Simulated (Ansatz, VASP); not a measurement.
# Cross-check of Si9Ge55 (Si0.14Ge0.86, diamond-type random alloy) between VASP and Ansatz, part 2 of 2

Wanted: the spread between two codes on one cell, functional and k mesh. The cell is invented: As first built, before any earlier steps moved the atoms (in the runner's words): 2x2x2 conventional cells of the Ge type (64 atoms: 9 Si, 55 Ge); Ge/Si share their sites, the best of 600 random draws by like-pair counts in two shells; start lattice by linear mixing of the end members' cells; atoms moved at random by 0.02 A. It may not be a known or stable phase. The structure shown is the end of the Ansatz relaxation below.

VASP 6.6.1 and Ansatz 0.2.0.

So far: Set-up; Ansatz: relaxation, PBE.

## (3) VASP: single point, PBE

Level of this step: PBE; plane waves and PAW (Si, Ge_d); invented cell (VASP).

The same cell, functional, mesh and smearing now go to VASP, with its own data sets.

Lines of VASP's logs that name or quote its potential files are left out, and so is its time.

File INCAR:

```
SYSTEM = Si9Ge55
PREC = Accurate
ENCUT = 410
EDIFF = 1E-06
NELM = 120
ISMEAR = -1
SIGMA = 0.01
LREAL = Auto
ALGO = Normal
GGA = PE
NBANDS = 472
LORBIT = 11
LWAVE = .FALSE.
LCHARG = .FALSE.
ISIF = 2
ISYM = 0
LASPH = .TRUE.
GGA_COMPAT = .FALSE.
EFERMI = MIDGAP
KPAR = 4
```

File POSCAR:

```
Si9Ge55
1.0
   11.4221340000     -0.0003900000     -0.0009950000
   -0.0003900000     11.4232680000     -0.0002580000
   -0.0009950000     -0.0002580000     11.4224890000
Si Ge
9 55
Direct
    0.3753400000      0.8747700000      0.3748300000
    0.9988100000      0.5004900000      0.7500100000
    0.3755500000      0.8736900000      0.8749200000
    0.5009900000      0.2516300000      0.9995300000
    0.7487900000      0.5042200000      0.9984000000
    0.8711000000      0.6226300000      0.1214300000
    0.5039700000      0.5021300000      0.7529000000
    0.6249700000      0.6214100000      0.8754700000
    0.7495400000      0.5005000000      0.5012200000
    0.0002400000      0.0001100000      0.2495000000
    0.1242100000      0.3759300000      0.1248700000
    0.9992600000      0.2515600000      0.9991400000
    0.1255200000      0.1252000000      0.3748600000
    0.2529600000      0.9977400000      0.9975500000
    0.3748600000      0.3752300000      0.3750100000
    0.2502400000      0.2502200000      0.2488400000
    0.3776500000      0.1268400000      0.1221600000
    0.9999100000      0.9994500000      0.7498900000
    0.1225900000      0.3775700000      0.6280100000
    0.9994800000      0.2516400000      0.5002500000
    0.1257000000      0.1251000000      0.8749300000
    0.2523000000      0.9979100000      0.4975800000
    0.3805900000      0.3759100000      0.8746600000
    0.2509400000      0.2515200000      0.7502800000
    0.3749100000      0.1245500000      0.6250000000
    0.9960100000      0.5027400000      0.2471500000
    0.1255000000      0.8740900000      0.1244200000
    0.9971000000      0.7464500000      0.0017100000
    0.1248000000      0.6257900000      0.3742300000
    0.2505400000      0.4998600000      0.9989500000
    0.2524600000      0.7523600000      0.2518100000
    0.3755500000      0.6263900000      0.1242600000
    0.1263100000      0.8743700000      0.6248600000
    0.9993100000      0.7487800000      0.5011800000
    0.1225900000      0.6231900000      0.8729300000
    0.2499300000      0.5006400000      0.5017000000
    0.2519100000      0.7510000000      0.7525500000
    0.3783900000      0.6239200000      0.6286400000
    0.4979900000      0.9978800000      0.2511000000
    0.6257600000      0.3765400000      0.1193500000
    0.6241500000      0.1251200000      0.3749400000
    0.7488000000      0.0007200000      0.0002500000
    0.8717300000      0.3781600000      0.3765500000
    0.7487300000      0.2515600000      0.2489900000
    0.8748000000      0.1258900000      0.1249200000
    0.4975700000      0.9984500000      0.7528900000
    0.6250600000      0.3805400000      0.6257300000
    0.5006000000      0.2515400000      0.5013800000
    0.6222700000      0.1275800000      0.8769400000
    0.7495300000      0.9994100000      0.5002800000
    0.8742600000      0.3810700000      0.8754100000
    0.7489900000      0.2528000000      0.7509200000
    0.8742100000      0.1258500000      0.6255900000
    0.5011500000      0.4998400000      0.2489500000
    0.6241700000      0.8731200000      0.1242400000
    0.5005400000      0.7487200000      0.9947000000
    0.6274700000      0.6231700000      0.3765800000
    0.8748800000      0.8736500000      0.3741200000
    0.7516600000      0.7463800000      0.2471000000
    0.6238900000      0.8740800000      0.6262600000
    0.4986700000      0.7510600000      0.4980500000
    0.8734500000      0.8734600000      0.8751800000
    0.7472200000      0.7452700000      0.7517900000
    0.8742700000      0.6205900000      0.6255200000
```

File KPOINTS:

```
Points of the shifted mesh
8
Reciprocal
 0.2500000000  0.2500000000  0.2500000000 1
 0.2500000000  0.2500000000  0.7500000000 1
 0.2500000000  0.7500000000  0.2500000000 1
 0.2500000000  0.7500000000  0.7500000000 1
 0.7500000000  0.2500000000  0.2500000000 1
 0.7500000000  0.2500000000  0.7500000000 1
 0.7500000000  0.7500000000  0.2500000000 1
 0.7500000000  0.7500000000  0.7500000000 1
```

Potentials, in the order of the species: Si and Ge_d (PBE family, release 64).

Launch:

```
mpirun -np 8 vasp_std
```

Numbers of over 12 decimals in the logs are rounded to 6 here.

The program printed:

```text
[banner, memory and clock lines left out]
running    8 mpi-ranks, on    1 nodes
[...]
|                                                                             |
|           W    W    AA    RRRRR   N    N  II  N    N   GGGG   !!!           |
|           W    W   A  A   R    R  NN   N  II  NN   N  G    G  !!!           |
|           W    W  A    A  R    R  N N  N  II  N N  N  G       !!!           |
|           W WW W  AAAAAA  RRRRR   N  N N  II  N  N N  G  GGG   !            |
|           WW  WW  A    A  R   R   N   NN  II  N   NN  G    G                |
|           W    W  A    A  R    R  N    N  II  N    N   GGGG   !!!           |
|                                                                             |
|     For optimal performance we recommend to set                             |
|       NCORE = 2 up to number-of-cores-per-socket                            |
|     NCORE specifies how many cores store one orbital (NPAR=cpu/NCORE).      |
|     This setting can greatly improve the performance of VASP for DFT.       |
|     The default, NCORE=1 might be grossly inefficient on modern             |
|     multi-core architectures or massively parallel machines. Do your        |
|     Unfortunately you need to use the default for GW and RPA                |
|     calculations (for HF NCORE is supported but not extensively tested      |
|     yet).                                                                   |
|                                                                             |

 LDA part: xc-table for (Slater+PW92), standard interpolation
 POSCAR, INCAR and KPOINTS ok, starting setup
[...]
entering main loop
       N       E                     dE             d eps       ncg     rms          rms(c)
DAV:   1     0.134387088648E+05    0.13439E+05   -0.26753E+05  7904   0.396E+03
DAV:   2     0.275028787593E+04   -0.10688E+05   -0.10407E+05  7552   0.948E+02
DAV:   3     0.138977646705E+03   -0.26113E+04   -0.24704E+04  7832   0.273E+02
DAV:   4    -0.270501188400E+03   -0.40948E+03   -0.38923E+03  8560   0.108E+02
[...]
DAV:  15    -0.296552975494E+03   -0.12736E-04   -0.10330E-04  8032   0.429E-02    0.523E-03
DAV:  16    -0.296552977874E+03   -0.23804E-05   -0.29146E-05  6832   0.329E-02    0.409E-03
DAV:  17    -0.296552977780E+03    0.93889E-07   -0.15551E-06  4536   0.358E-02
   1 F= -.29655298E+03 E0= -.29655298E+03  d E =-.150240E-13
```

OUTCAR, selected parts (step 3):

```text
  Total       -2.7448249     -2.7807342     -2.7582779      0.0133404     -0.0019854      0.0160573
  in kB       -2.9507122     -2.9893151     -2.9651744      0.0143411     -0.0021343      0.0172618
  external PRESSURE =      -2.9684006 kB  Pullay stress =       0.0000000 kB

 POSITION                                       TOTAL-FORCE (eV/Angst)
 -----------------------------------------------------------------------------------
      4.28647      9.99249      4.28089        -0.002257      0.001083      0.000170
     11.40760      5.71665      8.56586         0.005085     -0.001591     -0.001543
      4.28837      9.98002      9.99316        -0.001790      0.003993      0.001272
      5.72128      2.87398     11.41656        -0.000154     -0.002807     -0.000331
      8.55159      5.75929     11.40334         0.001940     -0.001420      0.001019
      9.94946      7.11210      1.38601         0.000089     -0.000269      0.001483
      5.75547      5.73557      8.59936        -0.000619     -0.001217     -0.001389
      7.13738      7.09806      9.99926        -0.000794      0.003991     -0.001178
      8.56065      5.71692      5.72431         0.001566     -0.001526     -0.003618
      0.00249      0.00119      2.84991         0.000207      0.000649     -0.002437
      1.41847      4.29427      1.42611        -0.001850      0.000580     -0.000765
     11.41259      2.87299     11.41161        -0.000335      0.001147      0.000313
      1.43328      1.43005      4.28168         0.001631     -0.000521     -0.000368
      2.88796     11.39710     11.39399         0.002087     -0.003754     -0.002271
[...]
-----------------------------------------------------------------------------------
    total drift:                               -0.007322      0.010221      0.000102

  FREE ENERGIE OF THE ION-ELECTRON SYSTEM (eV)
  ---------------------------------------------------
  free  energy   TOTEN  =      -296.5529777804 eV

  energy  without entropy=     -296.5529777804  energy(sigma->0) =     -296.55297778

[... 2 further parts left out ...]
```

The run ends at a pressure of -0.30 GPa, with forces up to 0.0069 eV/Å.

## (4) Side by side

Known differences besides the potentials themselves: the cutoff is 420 eV in Ansatz and 410 eV in VASP (PREC = Accurate, projectors in real space). Total energies have different zeros and are not compared.

Both answers:

```csv
quantity,Ansatz,VASP,difference
gap on the k mesh (eV),0.642,0.645,-0.003
```

A gap on the mesh is an upper bound, since the band edges may lie between its points.

## (5) Outcome

| Property | Result |
| --- | --- |
| difference in gap on the k mesh (single point, PBE) | -0.0034 eV |

What this shows: The difference in gap on the k mesh is -0.0034 eV (single point, PBE), within the 0.08 eV picked in this series as the mark of a large difference. Such differences can come from data sets, numerical settings and the points named under the comparisons, not from the functional's error against experiment.

[Lines on the potential files, build, host, timing and source positions are cut from VASP's logs without a mark.]

[Logs are printed without paths, hosts, clocks, repeated set-up lines and the standing remarks that a program may print on its own settings, such as how far it seeks lower states.]

[Hosts, paths, dates, database ids (printed as entryN), source tags and the programs' standing remarks are cut or masked in the printed files.]
